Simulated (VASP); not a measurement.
# NbCd₄: nudged elastic band

NbCd₄, defect, 15 atoms in the cell. PBE, nudged elastic band; PAW potentials Cd, Nb_sv (PBE set).

Path: a Nb atom hops into a neighbouring Nb vacancy; Moving images: 3.

## Input

INCAR.step1:
```
SYSTEM = NbCd4
PREC = Normal
ENCUT = 300
EDIFF = 1E-6
ISMEAR = 1
SIGMA = 0.1
LREAL = .False.
LASPH = .True.
NELM = 100
ALGO = Normal
LWAVE = .False.
LCHARG = .False.
IBRION = 2
NSW = 100
ISIF = 2
EDIFFG = -0.02
POTIM = 0.5
KPAR = 6
```

INCAR.step3, as INCAR.step1 but for:
```
- IBRION = 2
- ISIF = 2
- EDIFFG = -0.02
- POTIM = 0.5
- KPAR = 6
+ IBRION = 1
+ POTIM = 0.3
+ EDIFFG = -0.05
+ SPRING = -5
+ IMAGES = 3
+ KPAR = 2
```

KPOINTS:
```
k-points
0
Gamma
  4 4 4
```

00/POSCAR:
```
NbCd4
1.0
   -4.2150000000      4.2150000000      4.2150000000
    4.2150000000     -4.2150000000      4.2150000000
    4.2150000000      4.2150000000     -4.2150000000
Cd Nb
12 3
Direct
    0.2472411655      0.2472411655      0.4944823309
    0.7527588345      0.7527588345      0.5055176691
    0.7527588345      0.2472411655      0.0000000000
    0.2472411655      0.7527588345      0.0000000000
    0.2472411655      0.4944823309      0.2472411655
    0.7527588345      0.0000000000      0.2472411655
    0.7527588345      0.5055176691      0.7527588345
    0.2472411655      0.0000000000      0.7527588345
    0.4944823309      0.2472411655      0.2472411655
    0.0000000000      0.7527588345      0.2472411655
    0.0000000000      0.2472411655      0.7527588345
    0.5055176691      0.7527588345      0.7527588345
    0.5000000000      0.5000000000      0.0000000000
    0.5000000000      0.0000000000      0.5000000000
    0.0000000000      0.5000000000      0.5000000000
```

01/POSCAR:
```
NbCd4
1.0
   -4.2150000000      4.2150000000      4.2150000000
    4.2150000000     -4.2150000000      4.2150000000
    4.2150000000      4.2150000000     -4.2150000000
Cd Nb
12 3
Direct
    0.2603986083      0.2603986082      0.5011204615
    0.7592903437      0.7592903433      0.4988994911
    0.7592770195      0.2603875376     -0.0000152006
    0.2603867682      0.7592762495     -0.0000152003
    0.2523640940      0.5223886194      0.2700198360
    0.7607112940      0.0050592443      0.2443501165
    0.7606916384      0.5163340371      0.7556446040
    0.2524440065     -0.0175516927      0.7299998151
    0.5223886210      0.2523641110      0.2700198523
    0.0050592447      0.7607112945      0.2443501182
   -0.0175516938      0.2524440003      0.7299998101
    0.5163340385      0.7606916220      0.7556445881
    0.3884332489      0.3884332537      0.0003204675
    0.5100767211      0.0096909254      0.4998280343
    0.0096909307      0.5100767266      0.4998280342
```

02/POSCAR:
```
NbCd4
1.0
   -4.2150000000      4.2150000000      4.2150000000
    4.2150000000     -4.2150000000      4.2150000000
    4.2150000000      4.2150000000     -4.2150000000
Cd Nb
12 3
Direct
    0.2674034738      0.2674034738      0.5032707190
    0.7641483148      0.7641483148      0.4967365227
    0.7641768004      0.2674439129      0.0000730356
    0.2674444285      0.7641773103      0.0000730356
    0.2675732189      0.5538436093      0.2863511874
    0.7661535150      0.0093142149      0.2431187599
    0.7661142205      0.5230365151      0.7568806581
    0.2676566033     -0.0190543313      0.7133712085
    0.5538436089      0.2675732075      0.2863511744
    0.0093142147      0.7661535283      0.2431187722
   -0.0190543344      0.2676565906      0.7133711941
    0.5230365148      0.7661142329      0.7568806709
    0.2664154660      0.2664154667     -0.0009769418
    0.5182333568      0.0175271328      0.5006832472
    0.0175271493      0.5182333733      0.5006832473
```

03/POSCAR:
```
NbCd4
1.0
   -4.2150000000      4.2150000000      4.2150000000
    4.2150000000     -4.2150000000      4.2150000000
    4.2150000000      4.2150000000     -4.2150000000
Cd Nb
12 3
Direct
    0.2732695065      0.2732695063      0.5000528399
    0.7732017923      0.7732017925      0.4999198639
    0.7732308938      0.2732973063      0.0000424236
    0.2732965323      0.7732301201      0.0000424233
    0.2811169215      0.5510354338      0.2699447145
    0.7725028162      0.0168737434      0.2443589865
    0.7724839935      0.5281472464      0.7556513971
    0.2812123823      0.0111263252      0.7299404979
    0.5510354324      0.2811169350      0.2699447289
    0.0168737442      0.7725028207      0.2443589911
    0.0111263264      0.2812123792      0.7299404935
    0.5281472465      0.7724839777      0.7556513821
    0.1448644739      0.1448644785     -0.0006005292
    0.5240102472      0.0236225473      0.5003733101
    0.0236225436      0.5240102439      0.5003733102
```

04/POSCAR:
```
NbCd4
1.0
   -4.2150000000      4.2150000000      4.2150000000
    4.2150000000     -4.2150000000      4.2150000000
    4.2150000000      4.2150000000     -4.2150000000
Cd Nb
12 3
Direct
    0.2860925376      0.2860925376      0.5055184085
    0.7805741291      0.7805741291      0.4944815915
    0.7805741291      0.2860925376      0.0000000000
    0.2860925376      0.7805741291      0.0000000000
    0.2860925376      0.5333333333      0.2472407957
    0.7805741291      0.0278149248      0.2472407957
    0.7805741291      0.5333333333      0.7527592043
    0.2860925376      0.0388517418      0.7527592043
    0.5333333333      0.2860925376      0.2472407957
    0.0278149248      0.7805741291      0.2472407957
    0.0388517418      0.2860925376      0.7527592043
    0.5333333333      0.7805741291      0.7527592043
    0.0333333333      0.0333333333      0.0000000000
    0.5333333333      0.0333333333      0.5000000000
    0.0333333333      0.5333333333      0.5000000000
```

POSCAR.step1:
```
NbCd4
1.0
   -4.2150000000      4.2150000000      4.2150000000
    4.2150000000     -4.2150000000      4.2150000000
    4.2150000000      4.2150000000     -4.2150000000
Cd Nb
12 3
Direct
    0.2500000000      0.2500000000      0.5000000000
    0.7500000000      0.7500000000      0.5000000000
    0.7500000000      0.2500000000      0.0000000000
    0.2500000000      0.7500000000      0.0000000000
    0.2500000000      0.5000000000      0.2500000000
    0.7500000000      0.0000000000      0.2500000000
    0.7500000000      0.5000000000      0.7500000000
    0.2500000000      0.0000000000      0.7500000000
    0.5000000000      0.2500000000      0.2500000000
    0.0000000000      0.7500000000      0.2500000000
    0.0000000000      0.2500000000      0.7500000000
    0.5000000000      0.7500000000      0.7500000000
    0.5000000000      0.5000000000      0.0000000000
    0.5000000000      0.0000000000      0.5000000000
    0.0000000000      0.5000000000      0.5000000000
```

POSCAR.step2:
```
NbCd4
1.0
   -4.2150000000      4.2150000000      4.2150000000
    4.2150000000     -4.2150000000      4.2150000000
    4.2150000000      4.2150000000     -4.2150000000
Cd Nb
12 3
Direct
    0.2500000000      0.2500000000      0.5000000000
    0.7500000000      0.7500000000      0.5000000000
    0.7500000000      0.2500000000      0.0000000000
    0.2500000000      0.7500000000      0.0000000000
    0.2500000000      0.5000000000      0.2500000000
    0.7500000000      0.0000000000      0.2500000000
    0.7500000000      0.5000000000      0.7500000000
    0.2500000000      0.0000000000      0.7500000000
    0.5000000000      0.2500000000      0.2500000000
    0.0000000000      0.7500000000      0.2500000000
    0.0000000000      0.2500000000      0.7500000000
    0.5000000000      0.7500000000      0.7500000000
    0.0000000000      0.0000000000      0.0000000000
    0.5000000000      0.0000000000      0.5000000000
    0.0000000000      0.5000000000      0.5000000000
```

Commands (each step's output is kept before the next begins):
```
cat potpaw_PBE.64/Cd/POTCAR potpaw_PBE.64/Nb_sv/POTCAR > POTCAR
cp INCAR.step1 INCAR
cp POSCAR.step1 POSCAR
mpirun -np 6 vasp_std > vasp.out
cp POSCAR.step2 POSCAR
mpirun -np 6 vasp_std > vasp.out
# 00 and 04 hold the relaxed ends, the second shifted as a whole so that the mean position stays; the images between are interpolated (pair-distance (IDPP))
cp INCAR.step3 INCAR
mpirun -np 6 vasp_std > vasp.out
```

## Result

- Barrier (eV): 7.242
- Barrier of the reverse step (eV): 7.242
- Energy of the second end over the first (eV): 0.000
- Top of the path (share of its length): 0.50
- Length of the path (Å): 4.79
- Steps of the band: 11
- Ionic steps, all stages: 17
- Electronic steps, all stages: 328

Energy along the relaxed band:

| Image | Distance along the path (Å) | Energy above the first end (eV) | Slope along the path (eV/Å) | Largest force across the path (eV/Å) |
|---|---|---|---|---|
| 0 | 0.000 | 0.000 | relaxed end |  |
| 1 | 1.200 | 3.341 | 4.840 | 0.045 |
| 2 | 2.399 | 7.242 | 0.010 | 0.007 |
| 3 | 3.596 | 3.361 | -4.885 | 0.028 |
| 4 | 4.791 | -0.000 | relaxed end |  |

The cell is Cd3Nb (16 atoms) with one Nb atom missing.

The two ends have the same energy within 0.01 eV.

Limits: the cell holds 15 atoms, so the vacancy or interstitial meets its own images and the barrier isn't that of a lone defect; the atom stays on the straight, symmetric line between the sites, so the barrier is an upper bound: a way around it wasn't tried.

VASP 6.6.1 took 1210 s on 6 cores (Intel Xeon Platinum 8259CL @ 2.50GHz (Skylake/Cascade Lake)), a shared host.
